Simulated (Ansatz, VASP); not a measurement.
# ZnS (Wurtzite-2H) in two plane-wave programs, part 3 of 3

Aim: how closely do two programs agree when they are given the same cell, functional and k mesh? The cell is taken from a series of runs on this material, whose earlier steps may have relaxed, scaled, displaced or heated it; both programs get it as it stands.

VASP 6.6.1 and Ansatz 0.2.0.

So far: The starting structure; VASP: zone-centre phonons, PBE, pair 1.

### Step 3. Ansatz: zone-centre phonons, PBE, pair 1

Level of this step: Ansatz beside VASP: Kohn-Sham DFT, plane waves, PBE (Ansatz).

Ansatz runs on its PAW soft_1 files.

The same cell, functional and mesh now go to Ansatz.

File input.yaml:

```yaml
crystal:
  lattice:
    - [3.8452035411, 0.0, 0.0]
    - [-1.9226017706, 3.3300439493, 0.0]
    - [0.0, 0.0, 6.3055068481]
  atoms:
    - { symbol: Zn, position: [0.3333333333, 0.6666666667, 0.0002342773] }
    - { symbol: Zn, position: [0.6666666667, 0.3333333333, 0.5002342773] }
    - { symbol: S, position: [0.3333333333, 0.6666666667, 0.3747657227] }
    - { symbol: S, position: [0.6666666667, 0.3333333333, 0.8747657227] }
kpoints:
  mp_grid: { grid: [9, 9, 4] }
hamiltonian:
  xc: pbe
  pseudopotentials: { kind: paw, azcp: { folder: soft_1 } }
scf:
  occupations: { method: fixed }
output:
  eigenvalues: true
phonons:
  method: dfpt
  dielectric: true
  rigid_motions: translations
basis:
  ecutwfc: 340
```

Run with:

```console
$ ansatz run input.yaml --threads 4 --pin off --max-ram 15360MiB --backend cpu --events-out ev --progress --plain --runs-dir out
```

Numbers of over 12 decimals in the logs are rounded to 6 here.

Output:

```text
Warning: basis.ecutwfc = 340 eV is below the records' recommended 420 eV, and the density's cutoff is lower with it unless basis.ecutrho_ratio is high enough to keep the records' density cutoff: compare with a run at a higher cutoff
Engine: ansatz 0.2.0, aarch64-unknown-linux-gnu
Pseudopotentials: kind: paw
Pseudopotential: Zn, paw, valence charge 12, recommended cutoff 420 eV (normal), soft_1/Zn.paw.azcp
Pseudopotential: S, paw, valence charge 6, recommended cutoff 420 eV (normal), soft_1/S.paw.azcp
Functional definition: PBE
  parameter kappa = 0.804
  parameter beta = 0.066725
  exchange = pbe_x(kappa = kappa, mu = beta*pi^2/3)
  correlation = pbe_c(beta = beta)
Crystal: 4 atoms, lattice volume = 80.740 Å³
Basis set: ecut = 340 eV, 1129 PW (Γ), exchange–correlation on 48×48×80 points (8 copies of the dense FFT grid, shifted against one another)
Bands: 22, of which v1, the nominal top of the filled ones, is band 18 counted from 1 (17 counted from 0)
Symmetry: 12 space group operations
k-points: 95 of 324 (irreducible under 2 space group operations, time reversal used)
Non-local potential: Zn, projectors of the file, l = 0: 2, l = 1: 2, l = 2: 3, l = 3: 1
Non-local potential: S, projectors of the file, l = 0: 2, l = 1: 2, l = 2: 1
PAW form: soft (Blöchl's): semilocal exchange-correlation on the pseudo side does not see the compensation charge
PAW one-centre angular grid: Zn, 590 points (default); XC on 64 Gauss nodes
PAW one-centre angular grid: S, 110 points (default); XC on 64 Gauss nodes
Initial density: superposition of atomic densities (chi_scale 0.1, normalization cell, long waves kept (reshape's long-wave potential 0.00 eV rms))
Initial wavefunctions: pseudopotential atomic-orbital guess
Functional: x = pbe(κ = 0.804, μ = 0.219515), c = pbe(β = 0.066725)
SCF iter   1: F=—  HF=-8445.627559 eV  |F-HF|=—  |Δ(HF+E_count)|=         —  Δρ=4.11e-2  dr2=8.22e-1  ethr=3.10e-3  ⟨swp⟩=5.2  Hψ=10488  notcnv=0  defer=183
preconditioner: auto → Resta (q_TF=auto, 2.385 Å⁻¹)  ε∞=6.2  [insulator: Δε(μ)=2.273 eV  Ē_g=10.892 eV  n_scr=22 (ndim 8)  ℏωp=24.8 eV  f_vac=0.009  ε∞_Penn≈6.2]
SCF iter   2: F=—  HF=-8445.462221 eV  |F-HF|=—  |Δ(HF+E_count)|=   1.65e-1  Δρ=1.58e-2  dr2=1.72e-1  ethr=2.28e-3  ⟨swp⟩=2.0  Hψ=4524  notcnv=0  defer=188
SCF iter   3: F=—  HF=-8445.441103 eV  |F-HF|=—  |Δ(HF+E_count)|=   2.11e-2  Δρ=1.05e-2  dr2=5.84e-2  ethr=4.79e-4  ⟨swp⟩=2.0  Hψ=3802  notcnv=0  defer=188
SCF iter   4: F=—  HF=-8445.435176 eV  |F-HF|=—  |Δ(HF+E_count)|=   5.93e-3  Δρ=2.64e-3  dr2=4.30e-3  ethr=1.62e-4  ⟨swp⟩=2.0  Hψ=4562  notcnv=0  defer=188
SCF iter   5: F=—  HF=-8445.438151 eV  |F-HF|=—  |Δ(HF+E_count)|=   2.97e-3  Δρ=5.51e-4  dr2=3.00e-4  ethr=1.20e-5  ⟨swp⟩=3.0  Hψ=4006  notcnv=0  defer=188
SCF iter   6: F=—  HF=-8445.438725 eV  |F-HF|=—  |Δ(HF+E_count)|=   5.75e-4  Δρ=2.47e-4  dr2=5.43e-5  ethr=8.33e-7  ⟨swp⟩=2.0  Hψ=3873  notcnv=0  defer=188
SCF iter   7: F=—  HF=-8445.438799 eV  |F-HF|=—  |Δ(HF+E_count)|=   7.42e-5  Δρ=6.82e-5  dr2=1.77e-6  ethr=1.51e-7  ⟨swp⟩=2.0  Hψ=3946  notcnv=0  defer=182
SCF iter   8: F=—  HF=-8445.438802 eV  |F-HF|=—  |Δ(HF+E_count)|=   2.49e-6  Δρ=1.33e-5  dr2=1.29e-7  ethr=4.91e-9  ⟨swp⟩=2.1  Hψ=3503  notcnv=0  defer=7
SCF iter   9: F=—  HF=-8445.438802 eV  |F-HF|=—  |Δ(HF+E_count)|=   2.08e-7  Δρ=2.44e-6  dr2=5.45e-9  ethr=3.59e-10  ⟨swp⟩=2.0  Hψ=3783  notcnv=0  defer=7
SCF iter  10: F=—  HF=-8445.438802 eV  |F-HF|=—  |Δ(HF+E_count)|=   7.85e-9  Δρ=3.58e-7  dr2=1.21e-10  ethr=1.51e-11  ⟨swp⟩=2.0  Hψ=3794  notcnv=0  defer=7
SCF iter  11: F=-8445.438802 eV  HF=-8445.438802 eV  |F-HF|=1.82e-11  |Δ(HF+E_count)|=  1.89e-10  Δρ=1.29e-7  dr2=1.14e-11  ethr=1.00e-12  ⟨swp⟩=10.4  Hψ=15688  notcnv=0
SCF 1 converged in 11 iterations: F = -8445.438802 eV  dr2 = 1.14e-11
  greatest PAW one-centre occupation: 0.984 electrons in one spin orbital (limit 2), on the Zn atom at site 1 (counted from 0), in its partial waves of l = 2
NSCF: frozen V_eff on 4 k-points
DFPT response loops at Γ: preconditioner auto → Resta (q_TF=auto, 2.385 Å⁻¹)  ε∞=5.4 (no band partly filled); β = 1.00, the filter's whole step (`scf.mixing.beta` (0.50) is not read by the response loops at its default; to damp them type it under 1.00, their step now; it binds the ground state too); Broyden in place of MSR1
── the response to a field inside a basis, on 12×12×6 k-points: an SCF that follows is theirs, and a resumed run solves both again ──
Bands: 19, of which v1, the nominal top of the filled ones, is band 18 counted from 1 (17 counted from 0)
k-points: 126 of 864 (irreducible under 4 space group operations, time reversal used)
Initial density: handed on by an earlier stage of this run
Initial wavefunctions: pseudopotential atomic-orbital guess (no wavefunctions were taken with the density)
Eigensolver: Dense (126 Hₖ)
SCF iter   1: F=—  HF=-8445.443161 eV  |F-HF|=—  |Δ(HF+E_count)|=         —  Δρ=2.48e-4  dr2=7.96e-6  ethr=1.00e-1
preconditioner: auto → Resta (q_TF=auto, 2.385 Å⁻¹)  ε∞=7.9  [insulator: Δε(μ)=2.370 eV  Ē_g=9.436 eV  n_scr=22 (ndim 8)  ℏωp=24.8 eV  f_vac=0.042  ε∞_Penn≈7.9]
SCF iter   2: F=—  HF=-8445.443169 eV  |F-HF|=—  |Δ(HF+E_count)|=   7.63e-6  Δρ=2.49e-4  dr2=1.98e-5  ethr=2.21e-8
SCF iter   3: F=—  HF=-8445.443172 eV  |F-HF|=—  |Δ(HF+E_count)|=   2.99e-6  Δρ=7.72e-5  dr2=1.37e-6  ethr=2.21e-8
SCF iter   4: F=-8445.443172 eV  HF=-8445.443172 eV  |F-HF|=6.99e-8  |Δ(HF+E_count)|=   5.62e-7  Δρ=1.23e-5  dr2=6.11e-8  ethr=3.80e-9
SCF 1 converged in 4 iterations: F = -8445.443172 eV  dr2 = 6.11e-8
  greatest PAW one-centre occupation: 0.984 electrons in one spin orbital (limit 2), on the Zn atom at site 0 (counted from 0), in its partial waves of l = 2
DFPT response loops at Γ: preconditioner auto → Resta (q_TF=auto, 2.385 Å⁻¹)  ε∞=5.0 (no band partly filled); β = 1.00, the filter's whole step (`scf.mixing.beta` (0.50) is not read by the response loops at its default; to damp them type it under 1.00, their step now; it binds the ground state too); Broyden in place of MSR1
WARN: field response: ε∞ stands inside a basis, on 12×12×6 points; the force constants stand on the 9×9×4 k-mesh, whose period is 10.33 times the interband length at k = (0.0000, 0.0000, 0.0000), direct gap 2.078 eV, under 14: take them and everything formed from them as unconverged, and compare with a denser kpoints.mp_grid
SCF converged after 11 iterations
Free energy (F): -8445.438802 eV
Harris-Foulkes:  -8445.438802 eV  (|F-HF|=1.82e-11)
Internal energy: -8445.438802 eV  (E = F + TS)
E sigma→0 (E₀):  -8445.438802 eV
Fermi energy:    5.494364 eV
--- Per-component energies (eV) ---
  E_band       = 1.681511
  E_kinetic    = 505.237630
  E_local      = -4570.633330  (includes V_loc(G=0)·N_el)
  E_nonlocal   = 1709.902884
  E_hartree    = 1742.198287
  E_xc         = -334.188093
  E_vxc        = -266.761787  (∫ρ·V_xc dr)
  E_paw        = -5013.241207  (= ΣΔE_a)
  E_vpaw       = -860.465119  (= ΣTr[D̂ρ^β])
  E_aug_tail   = 0.004806  (compensation charges beyond the density's cutoff)
  E_ewald      = -2484.719779
  E_smearing   = -0.000000  (= −TS)
  E_closure    = -0.000000  (closes the sum)
  Σ components = -8445.438802   (vs F -8445.438802, Δ=0.00e0)
--- Band table (eV; the first three rows and the last of 95) ---
  k-point 0: bands = [... 14 lower, 4.6389, 5.4199, 5.4944, 5.4944, 7.5720, 8.5427, 11.8096, 11.8096]
  k-point 1: bands = [... 14 lower, 4.7551, 4.7551, 5.3588, 5.3588, 8.4682, 8.6900, 11.7477, 11.9036]
  k-point 2: bands = [... 14 lower, 5.0473, 5.0473, 5.0473, 5.0473, 8.9654, 8.9654, 12.2330, 12.2330]
  k-point 94: bands = [... 14 lower, 3.3520, 3.3520, 4.0395, 4.0395, 9.9602, 9.9602, 11.6442, 11.6442]
--- Phonons (Γ-DFPT): 4 representative perturbations + reference, on 95 of 324 k-points (Σ response iterations 12) ---
  k mesh reduced under 2 symmetry operations, with k and −k counted as one. Each operation leaves every solved perturbation unchanged. A smaller set is not considered because the run solves the response to a homogeneous field
  ASR residual: 8.628e-5 → 0.000e0 eV/Å²; symmetrization residual: 1.048e-5 eV/Å²
  ASR residual per site (eV/Å²): 8.63e-5 8.63e-5 5.20e-5 5.20e-5
  Γ frequencies (cm⁻¹): 0.00 0.00 0.00 70.16 70.16 187.54 256.84 262.64 262.64 267.98 267.98 321.27
  ε∞ (high-frequency dielectric tensor):
        5.818154    -0.000000     0.000000
        0.000000     5.818154     0.000000
       -0.000000     0.000000     5.930348
  ε⁰ (static dielectric tensor: ions relaxed, cell fixed):
        8.980414    -0.000000     0.000000
        0.000000     8.980414    -0.000000
        0.000000    -0.000000     9.586234
  ε⁰ − ε∞ (ionic part):
        3.162260     0.000000     0.000000
        0.000000     3.162260    -0.000000
        0.000000    -0.000000     3.655885
  softest optical mode at Γ: 70.16 cm⁻¹; the repairs (sum rule, projections) moved no ω² at Γ by more than (1.23 cm⁻¹)²
  Born effective charges Z* (e; rows j = field, columns β = displacement):
    site 0:
         1.96204   -0.00000    0.00000
         0.00000    1.96204   -0.00000
         0.00000   -0.00000    2.06310
    site 1:
         1.96204   -0.00000   -0.00000
         0.00000    1.96204    0.00000
        -0.00000    0.00000    2.06310
    site 2:
        -1.96204    0.00000   -0.00000
        -0.00000   -1.96204   -0.00000
         0.00000    0.00000   -2.06310
    site 3:
        -1.96204    0.00000    0.00000
        -0.00000   -1.96204    0.00000
        -0.00000   -0.00000   -2.06310
  Z* charge neutrality: 2.176e-3 e pre-enforcement
  solved inside a basis spanned on kpoints, on 12×12×6 k-points, its susceptibility summed on 14×14×8: ε∞ is read to err by 2.0e-2, Z* by 1.6e-2 e (field_mesh: kpoints solves on kpoints); Z* is corrected for what the basis lacks
  optical modes at Γ without the LO–TO term, one row a degenerate level:
      ω (cm⁻¹)  modes    IR ((D/Å)²/amu)
         70.16      2             0.0000
        187.54      1             0.0000
        256.84      1             9.1298
[...]
optical modes at Γ + LO–TO along q̂ = [1.0000, 0.0000, 0.0000]:
      ω (cm⁻¹)  modes    IR ((D/Å)²/amu)
[...]
optical modes at Γ + LO–TO along q̂ = [0.0000, 1.0000, 0.0000]:
      ω (cm⁻¹)  modes    IR ((D/Å)²/amu)
[...]
321.27      1             0.0000
        326.30      1             8.2573
  optical modes at Γ + LO–TO along q̂ = [0.0000, 0.0000, 1.0000]:
      ω (cm⁻¹)  modes    IR ((D/Å)²/amu)
         70.16      2             0.0000
        187.54      1             0.0000
        262.64      2            16.5146
        267.98      2             0.0000
        321.27      1             0.0000
        326.55      1             9.1298
```

### Step 4. Side by side

Known differences besides the potentials themselves: fixed occupations in Ansatz, narrow Gaussian smearing in VASP; VASP's response is taken on the typed mesh, Ansatz refines its own for the field response alone; the cutoff is 340 eV in Ansatz and 500 eV in VASP; Ansatz's log warns that its cutoff lies below the recommended one. Total energies have different zeros and are not compared.

Compared:

```csv
quantity,Ansatz,VASP,difference
ε∞ xx,5.82,5.84,-0.43 %
ε∞ yy,5.82,5.84,-0.43 %
ε∞ zz,5.93,5.97,-0.75 %
Born charge of Zn1 (mean of the diagonal) (e),2.00,2.02,-0.02
Born charge of S3 (mean of the diagonal) (e),-2.00,-2.02,+0.02
optical mode 1 to 2 (cm⁻¹),70.2,70.7,-0.75 %
optical mode 3 (cm⁻¹),187.5,187.9,-0.21 %
optical mode 4 (cm⁻¹),256.8,258.3,-0.57 %
optical mode 5 to 6 (cm⁻¹),262.6,264.1,-0.57 %
optical mode 7 to 8 (cm⁻¹),268.0,269.2,-0.46 %
optical mode 9 (cm⁻¹),321.3,322.3,-0.30 %
```

Modes are paired by rising frequency, not by their patterns, so a pair may set unlike modes beside each other; they are those without the splitting of longitudinal modes.

### Step 5. Ansatz: zone-centre phonons, PBE, pair 2

Second derivatives magnify differences that forces hide, and they need a tight electronic threshold. The cell compared in this pair holds 81.95 Å³, against 80.74 Å³ for the pair before.

The cell is taken from a series of runs on this material, whose earlier steps may have relaxed, scaled, displaced or heated it; both programs get it as it stands.

input.yaml, the sections that differ from step 3:

```yaml
crystal:
  lattice:
    - [3.8648451158, 0.0, 0.0]
    - [-1.9324225579, 3.347054052, 0.0]
    - [0.0, 0.0, 6.335202812]
  atoms:
    - { symbol: Zn, position: [0.3333333333, 0.6666666667, 0.0001733717] }
    - { symbol: Zn, position: [0.6666666667, 0.3333333333, 0.5001733717] }
    - { symbol: S, position: [0.3333333333, 0.6666666667, 0.3748266283] }
    - { symbol: S, position: [0.6666666667, 0.3333333333, 0.8748266283] }
# kpoints, hamiltonian, scf, output, phonons: as in step 3
# basis: removed
```

Output:

```text
[...]
Crystal: 4 atoms, lattice volume = 81.951 Å³
Basis set: ecut = 420 eV, 1641 PW (Γ), exchange–correlation on 54×54×96 points (8 copies of the dense FFT grid, shifted against one another)
Bands: 22, of which v1, the nominal top of the filled ones, is band 18 counted from 1 (17 counted from 0)
Symmetry: 12 space group operations
k-points: 95 of 324 (irreducible under 2 space group operations, time reversal used)
[...]
optical modes at Γ + LO–TO along q̂ = [1.0000, 0.0000, 0.0000]:
      ω (cm⁻¹)  modes    IR ((D/Å)²/amu)
[...]
optical modes at Γ + LO–TO along q̂ = [0.0000, 1.0000, 0.0000]:
      ω (cm⁻¹)  modes    IR ((D/Å)²/amu)
[...]
optical modes at Γ + LO–TO along q̂ = [0.0000, 0.0000, 1.0000]:
      ω (cm⁻¹)  modes    IR ((D/Å)²/amu)
[...]
255.95      2            16.8526
        260.68      2             0.0000
        314.79      1             0.0000
        321.28      1             9.3050
[key lines of the parts left out:]
SCF converged after 11 iterations
Free energy (F): -8445.456911 eV
Fermi energy:    5.307258 eV
```

### Step 6. VASP: zone-centre phonons, PBE, pair 2

The same cell, functional and mesh now go to VASP, with its own data sets.

File INCAR:

```
SYSTEM = ZnS
PREC = Accurate
ENCUT = 500
EDIFF = 1E-08
NELM = 120
ISMEAR = 0
SIGMA = 0.01
LREAL = .FALSE.
ALGO = Normal
GGA = PE
NBANDS = 24
LORBIT = 11
LWAVE = .FALSE.
LCHARG = .FALSE.
ISIF = 2
IBRION = 8
LEPSILON = .TRUE.
LASPH = .TRUE.
GGA_COMPAT = .FALSE.
EFERMI = MIDGAP
KPAR = 2
```

File POSCAR:

```
ZnS
1.0
    3.8648451158      0.0000000000      0.0000000000
   -1.9324225579      3.3470540520      0.0000000000
    0.0000000000      0.0000000000      6.3352028120
Zn S
2 2
Direct
    0.3333333333      0.6666666667      0.0001733717
    0.6666666667      0.3333333333      0.5001733717
    0.3333333333      0.6666666667      0.3748266283
    0.6666666667      0.3333333333      0.8748266283
```

File KPOINTS:

```
Automatic mesh
0
Gamma
9 9 4
0 0 0
```

Potentials, in the order of the species: Zn and S (PBE family, release 64).

Run with:

```console
$ mpirun -np 2 vasp_std
```

Output:

```text
[... set-up lines as in an earlier step ...]
 entering main loop
       N       E                     dE             d eps       ncg     rms          rms(c)
DAV:   1     0.231771873747E+03    0.23177E+03   -0.17020E+04  1728   0.175E+03
DAV:   2     0.586247123346E+01   -0.22591E+03   -0.21856E+03  1872   0.351E+02
DAV:   3    -0.141392580084E+02   -0.20002E+02   -0.19902E+02  2104   0.107E+02
DAV:   4    -0.145384488465E+02   -0.39919E+00   -0.39889E+00  2104   0.159E+01
[...]
DAV:  14    -0.136907631187E+02   -0.88201E-07   -0.30312E-07  2128   0.407E-03    0.185E-03
DAV:  15    -0.136907631349E+02   -0.16184E-07   -0.14978E-08  1720   0.820E-04    0.124E-03
DAV:  16    -0.136907631376E+02   -0.27007E-08   -0.64118E-09  1504   0.130E-03
   1 F= -.13690763E+02 E0= -.13690763E+02  d E =0.000000E+00
 Linear response reoptimize wavefunctions to high precision
DAV:   1    -0.136907631350E+02    0.25311E-08   -0.19025E-09  1448   0.481E-04
DAV:   2    -0.136907631351E+02   -0.53205E-10   -0.43293E-10  1136   0.161E-04
 Linear response G [H, r] |phi>, progress :
  Direction:   1
[...]
RMM:  13    -0.106342291496E+00   -0.65944E-08   -0.36830E-09 12190   0.121E-05    0.151E-06
 first order change of Fermi-energy  -0.83810E-01
 force on displaced ion       3 direction 1 :  -5.769   0.000   0.000
 Born effective charge ion    3 direction 1 :  -2.004  -0.000  -0.000
 Linear response progress:
  Degree of freedom:   4/  4
       N       E                     dE             d eps       ncg     rms          rms(c)
RMM:   1    -0.126324646291E+00   -0.12632E+00    0.57863E-02  5324   0.187E+00
RMM:   2    -0.122887409083E+00    0.34372E-02   -0.59831E-03  3140   0.641E-01    0.172E-01
RMM:   3    -0.123180553678E+00   -0.29314E-03   -0.67055E-04  3595   0.159E-01    0.829E-02
RMM:   4    -0.123433678684E+00   -0.25313E-03   -0.90752E-05  3309   0.564E-02    0.283E-02
[...]
RMM:  13    -0.123478024550E+00   -0.25871E-07   -0.12847E-08  3611   0.173E-05    0.126E-06
RMM:  14    -0.123478034660E+00   -0.10110E-07   -0.39978E-08  3204   0.144E-05    0.480E-07
RMM:  15    -0.123478034047E+00    0.61257E-09   -0.28365E-08  2530   0.128E-05    0.193E-07
 first order change of Fermi-energy  -0.71163E-01
 force on displaced ion       3 direction 3 :  -0.000   0.000  -8.278
 Born effective charge ion    3 direction 3 :   0.000  -0.000  -2.108
 Born effective charges drift removed
 Linear response finished
```

From OUTCAR (step 6):

```text
  Total       -0.4435460     -0.4435460     -0.4375544      0.0000000      0.0000000      0.0000000
  in kB       -8.6714929     -8.6714929     -8.5543548      0.0000000      0.0000000      0.0000000
  external PRESSURE =      -8.6324469 kB  Pullay stress =       0.0000000 kB

 POSITION                                       TOTAL-FORCE (eV/Angst)
 -----------------------------------------------------------------------------------
     -0.00000      2.23137      0.00110         0.000000      0.000000     -0.000519
      1.93242      1.11568      3.16870        -0.000000     -0.000000     -0.000519
     -0.00000      2.23137      2.37460        -0.000000      0.000000      0.000519
      1.93242      1.11568      5.54220         0.000000     -0.000000      0.000519
 -----------------------------------------------------------------------------------
    total drift:                               -0.000000     -0.000000     -0.000653

 MACROSCOPIC STATIC DIELECTRIC TENSOR (including local field effects in DFT)
 ------------------------------------------------------
           5.858435    -0.000000     0.000000
           0.000000     5.858435     0.000000
          -0.000000     0.000000     5.989374
 ------------------------------------------------------

 MACROSCOPIC STATIC DIELECTRIC TENSOR IONIC CONTRIBUTION
 ------------------------------------------------------
           3.377043     0.000000    -0.000000
           0.000000     3.377043     0.000000
          -0.000000     0.000000     3.919901
 ------------------------------------------------------

[... 1 part as in an earlier step ...]

[... 1 further part left out ...]
```

### Step 7. Side by side

What differs besides the data sets and the points named for the pairs above, as far as they apply: the cutoff is 420 eV in Ansatz and 500 eV in VASP. Total energies have different zeros and are not compared.

Both answers:

```csv
quantity,Ansatz,VASP,difference
ε∞ xx,5.83,5.86,-0.48 %
ε∞ yy,5.83,5.86,-0.48 %
ε∞ zz,5.94,5.99,-0.84 %
Born charge of Zn1 (mean of the diagonal) (e),2.02,2.04,-0.02
Born charge of S3 (mean of the diagonal) (e),-2.02,-2.04,+0.02
optical mode 1 to 2 (cm⁻¹),71.2,71.5,-0.44 %
optical mode 3 (cm⁻¹),185.0,185.5,-0.26 %
optical mode 4 (cm⁻¹),249.9,251.2,-0.51 %
optical mode 5 to 6 (cm⁻¹),255.9,257.3,-0.51 %
optical mode 7 to 8 (cm⁻¹),260.7,261.8,-0.42 %
optical mode 9 (cm⁻¹),314.8,315.6,-0.26 %
```

Modes are paired by rising frequency, not by their patterns, so a pair may set unlike modes beside each other; they are those without the splitting of longitudinal modes.

### Step 8. Summary of results

```json
{
 "r.m.s. difference of the optical zone-centre modes, each program's sorted by frequency (zone-centre phonons, PBE, pair 1)": "1.1 cm⁻¹",
 "difference in optical mode 1 to 2 (zone-centre phonons, PBE, pair 1)": "-0.8 %",
 "r.m.s. difference of the optical zone-centre modes, each program's sorted by frequency (zone-centre phonons, PBE, pair 2)": "0.97 cm⁻¹",
 "difference in ε∞ zz (zone-centre phonons, PBE, pair 2)": "-0.8 %"
}
```

In words: The r.m.s. difference of the optical zone-centre modes, each program's sorted by frequency is 1.1 cm⁻¹ (zone-centre phonons, PBE, pair 1). Among the rows given in per cent, the largest difference of the zone-centre phonons, PBE, pair 1 pair is in optical mode 1 to 2, -0.8 %. Among the rows given in per cent, the largest difference of the zone-centre phonons, PBE, pair 2 pair is in ε∞ zz, -0.8 %. How closely two codes agree says nothing of how well the functional describes the real material.

[Lines on the potential files, build, host, timing and source positions are cut from VASP's logs without a mark.]

[Logs are printed without paths, hosts, clocks, repeated set-up lines and the standing remarks that a program may print on its own settings, such as how far it seeks lower states.]

[Hosts, paths, dates, database ids (printed as entryN), source tags and the programs' standing remarks are cut or masked in the printed files.]
